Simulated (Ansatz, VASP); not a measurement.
# WAu in VASP and in Ansatz

```
W Au
1.0
     0.00000    2.90921    2.90921
     2.90921    0.00000    2.90921
     2.90921    2.90921    0.00000
W Au
1 1
Direct
  0.00000 0.00000 0.00000
  0.75000 0.75000 0.75000
```

The cell was built by a generator and needn't be a form met in nature.

Alike in both runs: task relaxation of cell and atoms; functional PBEsol; k mesh 6 × 6 × 6; occupations fermi-dirac, width 0.05 eV; no spin polarisation.

|  | VASP | Ansatz |
| --- | --- | --- |
| version | VASP 6.6.1 | Ansatz 0.2.0 |
| potentials or method | VASP PAW PBE potentials, release 64 (W_sv, Au) | Ansatz PAW |
| plane-wave cutoff (eV) | 600 | 420 |
| valence electrons in the cell | 25 | 33 |

```tsv
	VASP	Ansatz	Ansatz less VASP
gap on the k mesh at the Fermi level, each at its own relaxed structure (eV)	none	none	-
relaxed volume (Å³/atom)	23.75	23.72	-0.029
relaxed cell length with the largest relative difference (Å)	4.065	4.063	-0.0016
energy change over the relaxation (meV/atom)	-13	-14	-0.7
```

A gap of «none» marks a metal or a gap that the smearing closes. The two sets of potentials don't hold the same shells in valence.

Caveats: the PAW data sets were made with another functional, which shifts forces and pressure a little (VASP); the plane-wave basis is chosen anew once the cell has moved, so the energies of steps on either side of that aren't comparable (Ansatz); the PAW data sets come from PBE, with cores solved anew for the run's functional, which leaves a small shift of forces and pressure (Ansatz). Spin-orbit coupling is left out, which matters for the levels of Au, W.
